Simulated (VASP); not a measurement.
VASP ran on this input.

**POSCAR**
```
TlBr
4.06980
  1.0000000000   0.0000000000   0.0000000000
  0.0000000000   1.0000000000   0.0000000000
  0.0000000000   0.0000000000   1.0000000000
Tl Br
1 1
direct
  0.0000000000   0.0000000000   0.0000000000
  0.5000000000   0.5000000000   0.5000000000
```

### KPOINTS
```
Automatic mesh
0
Gamma
6 6 6
0 0 0
```

### INCAR
```
# general
SYSTEM =TlBr
PREC   =Accurate
ENCUT  =520
LREAL  =.FALSE.
LASPH  =.TRUE.

# electronic loop
EDIFF  =1E-6
NELM   =100
ALGO   =Normal
LMAXMIX=4

# smearing
ISMEAR =0
SIGMA  =0.05

# functional
GGA    =PE

# ions
ISIF   =2

# output
LWAVE  =.FALSE.
LCHARG =.FALSE.
```

POTCAR, in this order: Tl_d Br (PBE.64 set). Program: vasp_std.

### Question
Write an equivalent input for Quantum ESPRESSO's pw.x.

### Answer
One equivalent input (not run):
```
&CONTROL
  calculation = 'scf'
  pseudo_dir = './pseudo'
  outdir = './out'
  tprnfor = .true.
  tstress = .true.
/
&SYSTEM
  ibrav = 0
  nat = 2
  ntyp = 2
  ecutwfc = 60.3
  occupations = 'smearing'
  smearing = 'gaussian'
  degauss = 0.003675
  input_dft = 'pbe'
/
&ELECTRONS
  conv_thr = 7.3e-08
  electron_maxstep = 100
/
ATOMIC_SPECIES
  Tl 204.380 Tl.upf
  Br 79.904 Br.upf
CELL_PARAMETERS angstrom
     4.0698000    0.0000000    0.0000000
     0.0000000    4.0698000    0.0000000
     0.0000000    0.0000000    4.0698000
ATOMIC_POSITIONS crystal
  Tl   0.0000000  0.0000000  0.0000000
  Br   0.5000000  0.5000000  0.5000000
K_POINTS automatic
  6 6 6 0 0 0
```
What does not carry over: the potentials are each code's own (VASP's PAW set, PseudoDojo norm-conserving files in pw.x), so ENCUT and ecutwfc are chosen apart and not converted; conv_thr bounds pw.x's estimated SCF error, while EDIFF bounds the energy change between steps.

The compound is TlBr in the CsCl type structure. The cell was not relaxed at this level. The run is one of a series of settings (ENCUT = 520 against the base run), some of them coarse on purpose.
